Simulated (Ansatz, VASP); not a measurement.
# GaP in two plane-wave programs, part 2 of 2

Wanted: the spread between two codes on one cell, functional and k mesh. The cell is taken from a series of runs on this material, whose earlier steps may have relaxed, scaled, displaced or heated it; both programs get it as it stands.

VASP 6.6.1 and Ansatz 0.2.0.

So far: Starting point; VASP: zone-centre phonons, LDA.

**3. Ansatz: zone-centre phonons, LDA**

Level of this step: Ansatz beside VASP: Kohn-Sham DFT, plane waves, LDA (Ansatz).

Ansatz runs on its PAW soft_1 files.

The same cell, functional (in two slightly different forms) and mesh now go to Ansatz, which takes its cutoff from its data sets.

The input, input.yaml:

```yaml
crystal:
  lattice:
    - [0.0, 2.7485761114, 2.7485761114]
    - [2.7485761114, 0.0, 2.7485761114]
    - [2.7485761114, 2.7485761114, 0.0]
  atoms:
    - { symbol: P, position: [0.75, 0.75, 0.75] }
    - { symbol: Ga, position: [0.0, 0.0, 0.0] }
kpoints:
  mp_grid: { grid: [12, 12, 12] }
hamiltonian:
  xc: lda
  pseudopotentials: { kind: paw, azcp: { folder: soft_1 }, xc_functional: pbe }
scf:
  occupations: { method: fixed }
output:
  eigenvalues: true
phonons:
  method: dfpt
  dielectric: true
  rigid_motions: translations
```

Launch:

```console
$ ansatz run input.yaml --threads 4 --pin off --max-ram 10240MiB --backend cpu --events-out ev --progress --plain --runs-dir out
```

Numbers of over 12 decimals in the logs are rounded to 6 here.

What it wrote:

```text
Engine: ansatz 0.2.0, aarch64-unknown-linux-gnu
Pseudopotentials: kind: paw
Pseudopotential: P, paw, valence charge 5, recommended cutoff 420 eV (normal), soft_1/P.paw.azcp
Pseudopotential: Ga, paw, valence charge 13, recommended cutoff 420 eV (normal), soft_1/Ga.paw.azcp
Functional definition: SPW92
  exchange = slater_x
  correlation = pw_c
Crystal: 2 atoms, lattice volume = 41.529 Å³
Basis set: ecut = 420 eV, 869 PW (Γ), exchange–correlation on 54×54×54 points (8 copies of the dense FFT grid, shifted against one another)
Bands: 13, of which v1, the nominal top of the filled ones, is band 9 counted from 1 (8 counted from 0)
Symmetry: 24 space group operations
k-points: 280 of 1728 (irreducible under 4 space group operations, time reversal used)
Non-local potential: P, projectors of the file, l = 0: 2, l = 1: 2, l = 2: 1
Non-local potential: Ga, projectors of the file, l = 0: 2, l = 1: 2, l = 2: 3, l = 3: 1
PAW form: soft (Blöchl's): semilocal exchange-correlation on the pseudo side does not see the compensation charge
PAW frozen core: P, regenerated for the run's functional, and the local potential with it (the file was generated under x = pbe(κ = 0.804, μ = 0.219515), c = pbe(β = 0.066725))
PAW frozen core: Ga, regenerated for the run's functional, and the local potential with it (the file was generated under x = pbe(κ = 0.804, μ = 0.219515), c = pbe(β = 0.066725))
PAW one-centre angular grid: P, 110 points (default); XC on 64 Gauss nodes
PAW one-centre angular grid: Ga, 590 points (default); XC on 64 Gauss nodes
Initial density: superposition of atomic densities (chi_scale 0.1, normalization cell, long waves kept (reshape's long-wave potential 0.00 eV rms))
Initial wavefunctions: pseudopotential atomic-orbital guess
Functional: x = slater, c = lda
SCF iter   1: F=—  HF=-4433.912396 eV  |F-HF|=—  |Δ(HF+E_count)|=         —  Δρ=4.24e-2  dr2=6.13e-1  ethr=3.10e-3  ⟨swp⟩=5.0  Hψ=19669  notcnv=0  defer=520
preconditioner: auto → none  [insulator: Δε(μ)=1.582 eV  Ē_g=15.264 eV  n_scr=14 (ndim 8)  ℏωp=24.4 eV  f_vac=0.000  ε∞_Penn≈3.6]
SCF iter   2: F=—  HF=-4433.755246 eV  |F-HF|=—  |Δ(HF+E_count)|=   1.57e-1  Δρ=1.94e-2  dr2=8.90e-2  ethr=3.10e-3  ⟨swp⟩=2.0  Hψ=6610  notcnv=0  defer=519
SCF iter   3: F=—  HF=-4433.741822 eV  |F-HF|=—  |Δ(HF+E_count)|=   1.34e-2  Δρ=5.09e-3  dr2=1.16e-2  ethr=4.94e-4  ⟨swp⟩=3.0  Hψ=6733  notcnv=0  defer=532
SCF iter   4: F=—  HF=-4433.737443 eV  |F-HF|=—  |Δ(HF+E_count)|=   4.38e-3  Δρ=2.07e-3  dr2=6.38e-4  ethr=6.42e-5  ⟨swp⟩=2.9  Hψ=7143  notcnv=0  defer=544
SCF iter   5: F=—  HF=-4433.737156 eV  |F-HF|=—  |Δ(HF+E_count)|=   2.87e-4  Δρ=4.82e-4  dr2=3.82e-5  ethr=3.55e-6  ⟨swp⟩=2.0  Hψ=6735  notcnv=0  defer=548
SCF iter   6: F=—  HF=-4433.737154 eV  |F-HF|=—  |Δ(HF+E_count)|=   1.21e-6  Δρ=2.77e-5  dr2=1.75e-7  ethr=2.12e-7  ⟨swp⟩=2.5  Hψ=4634  notcnv=0  defer=345
SCF iter   7: F=—  HF=-4433.737155 eV  |F-HF|=—  |Δ(HF+E_count)|=   5.36e-7  Δρ=5.72e-6  dr2=6.74e-9  ethr=9.74e-10  ⟨swp⟩=2.0  Hψ=6160  notcnv=0  defer=256
SCF iter   8: F=-4433.737155 eV  HF=-4433.737155 eV  |F-HF|=8.19e-12  |Δ(HF+E_count)|=  4.18e-10  Δρ=2.19e-7  dr2=8.91e-12  ethr=1.00e-12  ⟨swp⟩=8.5  Hψ=29071  notcnv=0
SCF 1 converged in 8 iterations: F = -4433.737155 eV  dr2 = 8.91e-12
  greatest PAW one-centre occupation: 0.995 electrons in one spin orbital (limit 2), on the Ga atom at site 1 (counted from 0), in its partial waves of l = 2
NSCF: frozen V_eff on 1 k-points
DFPT response loops at Γ: preconditioner auto → none (the input reference at scf.mixing.eps_inf says where Resta's filter doesn't serve); β = 0.50; Broyden in place of MSR1
── the response to a field inside a basis, on 14×14×14 k-points: an SCF that follows is theirs, and a resumed run solves both again ──
Bands: 10, of which v1, the nominal top of the filled ones, is band 9 counted from 1 (8 counted from 0)
k-points: 280
Initial density: handed on by an earlier stage of this run
Initial wavefunctions: pseudopotential atomic-orbital guess (no wavefunctions were taken with the density)
Eigensolver: Dense (280 Hₖ)
SCF iter   1: F=—  HF=-4433.736486 eV  |F-HF|=—  |Δ(HF+E_count)|=         —  Δρ=1.20e-4  dr2=2.32e-6  ethr=1.00e-1
preconditioner: auto → none  [insulator: Δε(μ)=1.451 eV  Ē_g=13.037 eV  n_scr=14 (ndim 8)  ℏωp=24.4 eV  f_vac=0.007  ε∞_Penn≈4.5]
SCF iter   2: F=—  HF=-4433.736485 eV  |F-HF|=—  |Δ(HF+E_count)|=   8.56e-7  Δρ=9.08e-5  dr2=1.40e-6  ethr=1.29e-8
SCF iter   3: F=—  HF=-4433.736485 eV  |F-HF|=—  |Δ(HF+E_count)|=   1.92e-7  Δρ=2.23e-5  dr2=1.92e-7  ethr=7.78e-9
SCF iter   4: F=-4433.736485 eV  HF=-4433.736485 eV  |F-HF|=3.26e-9  |Δ(HF+E_count)|=   2.58e-7  Δρ=3.14e-6  dr2=3.78e-9  ethr=1.07e-9
SCF 1 converged in 4 iterations: F = -4433.736485 eV  dr2 = 3.78e-9
  greatest PAW one-centre occupation: 0.994 electrons in one spin orbital (limit 2), on the Ga atom at site 1 (counted from 0), in its partial waves of l = 2
DFPT response loops at Γ: mixed as the last ones told, above
WARN: field response: ε∞ stands inside a basis, on 14×14×14 points; the force constants stand on the 12×12×12 k-mesh, whose period is 11.89 times the interband length at k = (0.0000, 0.0000, 0.0000), direct gap 1.400 eV, under 14: take them and everything formed from them as unconverged, and compare with a denser kpoints.mp_grid
SCF converged after 8 iterations
Free energy (F): -4433.737155 eV
Harris-Foulkes:  -4433.737155 eV  (|F-HF|=8.19e-12)
Internal energy: -4433.737155 eV  (E = F + TS)
E sigma→0 (E₀):  -4433.737155 eV
Fermi energy:    6.508411 eV
--- Per-component energies (eV) ---
  E_band       = -69.298563
  E_kinetic    = 180.217206
  E_local      = -1697.585732  (includes V_loc(G=0)·N_el)
  E_nonlocal   = -57.631935
  E_hartree    = 1020.869074
  E_xc         = -134.987872
  E_vxc        = -117.367311  (∫ρ·V_xc dr)
  E_paw        = -2444.958453  (= ΣΔE_a)
  E_vpaw       = -418.668647  (= ΣTr[D̂ρ^β])
  E_aug_tail   = -0.000246  (compensation charges beyond the density's cutoff)
  E_ewald      = -1301.505030
  E_core_change = 1.845833  (= ΣΔE_core)
  E_smearing   = -0.000000  (= −TS)
  E_closure    = 0.000000  (closes the sum)
  Σ components = -4433.737155   (vs F -4433.737155, Δ=0.00e0)
--- Band table (eV; the first three rows and the last of 280) ---
  k-point 0: bands = [... 5 lower, -5.8200, 6.5084, 6.5084, 6.5084, 7.9081, 10.3013, 10.3013, 10.3013]
  k-point 1: bands = [... 5 lower, -5.7325, 5.5566, 6.4007, 6.4007, 8.4753, 10.4643, 10.4668, 10.4668]
  k-point 2: bands = [... 5 lower, -5.4756, 4.0834, 6.1460, 6.1460, 8.6413, 10.8374, 10.8374, 11.3013]
  k-point 279: bands = [... 5 lower, -2.8520, -0.0248, 3.0070, 3.1570, 11.0895, 11.1598, 12.3897, 12.5145]
--- Phonons (Γ-DFPT): 2 representative perturbations + reference, on 280 of 1728 k-points (Σ response iterations 6) ---
  k mesh reduced under 4 symmetry operations, with k and −k counted as one. Each operation leaves every solved perturbation unchanged. A smaller set is not considered because the run solves the response to a homogeneous field
  ASR residual: 1.450e-4 → 0.000e0 eV/Å²; symmetrization residual: 1.171e-6 eV/Å²
  ASR residual per site (eV/Å²): 7.43e-5 1.45e-4
  Γ frequencies (cm⁻¹): 0.00 0.00 0.00 339.64 339.64 339.64
  ε∞ (high-frequency dielectric tensor):
       11.172749    -0.000000     0.000000
       -0.000000    11.172749     0.000000
        0.000000     0.000000    11.172749
  ε⁰ (static dielectric tensor: ions relaxed, cell fixed):
       13.370789    -0.000000     0.000000
       -0.000000    13.370789    -0.000000
        0.000000    -0.000000    13.370789
  ε⁰ − ε∞ (ionic part):
        2.198040     0.000000     0.000000
        0.000000     2.198040    -0.000000
        0.000000    -0.000000     2.198040
  softest optical mode at Γ: 339.64 cm⁻¹; the repairs (sum rule, projections) moved no ω² at Γ by more than (0.85 cm⁻¹)²
  Born effective charges Z* (e; rows j = field, columns β = displacement):
    site 0:
        -2.14230   -0.00000   -0.00000
         0.00000   -2.14230   -0.00000
        -0.00000   -0.00000   -2.14230
    site 1:
         2.14230    0.00000    0.00000
        -0.00000    2.14230    0.00000
         0.00000    0.00000    2.14230
  Z* charge neutrality: 1.675e-5 e pre-enforcement
  solved inside a basis spanned on kpoints, on 14×14×14 k-points transformed towards the longest dipole: ε∞ is read to err by 3.1e-2, Z* by 1.4e-2 e (field_mesh: kpoints solves on kpoints); Z* is corrected for what the basis lacks
  optical modes at Γ without the LO–TO term, one row a degenerate level:
      ω (cm⁻¹)  modes    IR ((D/Å)²/amu)
        339.64      3            14.8111
  optical modes at Γ + LO–TO along q̂ = [1.0000, 0.0000, 0.0000]:
      ω (cm⁻¹)  modes    IR ((D/Å)²/amu)
        339.64      2             9.8741
        371.55      1             4.9370
  optical modes at Γ + LO–TO along q̂ = [0.0000, 1.0000, 0.0000]:
      ω (cm⁻¹)  modes    IR ((D/Å)²/amu)
        339.64      2             9.8741
        371.55      1             4.9370
  optical modes at Γ + LO–TO along q̂ = [0.0000, 0.0000, 1.0000]:
      ω (cm⁻¹)  modes    IR ((D/Å)²/amu)
        339.64      2             9.8741
        371.55      1             4.9370
```

The column dr2 measures how far the density is from self-consistency, as an energy; F and HF (Harris–Foulkes) agree once it is small.

**4. Side by side**

Known differences besides the potentials themselves: fixed occupations in Ansatz, narrow Gaussian smearing in VASP; VASP's response is taken on the typed mesh, Ansatz refines its own for the field response alone; the cutoff is 420 eV in Ansatz and 500 eV in VASP; VASP's log shows a relativistic correction to its local exchange, Ansatz's none. Total energies have different zeros and are not compared.

Compared:

| quantity | Ansatz | VASP | difference |
| --- | --- | --- | --- |
| ε∞ xx | 11.17 | 11.29 | -1.03 % |
| ε∞ yy | 11.17 | 11.29 | -1.03 % |
| ε∞ zz | 11.17 | 11.29 | -1.03 % |
| Born charge of P1 (mean of the diagonal) (e) | -2.14 | -2.17 | +0.02 |
| Born charge of Ga2 (mean of the diagonal) (e) | 2.14 | 2.17 | -0.02 |
| optical mode 1 to 3 (cm⁻¹) | 339.6 | 339.6 | +0.02 % |

Modes are paired by rising frequency, not by their patterns, so a pair may set unlike modes beside each other; they are those without the splitting of longitudinal modes.

**5. Outcome**

* r.m.s. difference of the optical zone-centre modes, each program's sorted by frequency (zone-centre phonons, LDA): 0.084 cm⁻¹
* difference in ε∞ xx (zone-centre phonons, LDA): -1.0 %

**Reading.** The r.m.s. difference of the optical zone-centre modes, each program's sorted by frequency is 0.084 cm⁻¹ (zone-centre phonons, LDA). Among the rows given in per cent, the largest difference of the zone-centre phonons, LDA pair is in ε∞ xx, -1.0 %. How closely two codes agree says nothing of how well the functional describes the real material.

[Lines on the potential files, build, host, timing and source positions are cut from VASP's logs without a mark.]

[Logs are printed without paths, hosts, clocks, repeated set-up lines and the standing remarks that a program may print on its own settings, such as how far it seeks lower states.]

[Hosts, paths, dates, database ids (printed as entryN), source tags and the programs' standing remarks are cut or masked in the printed files.]
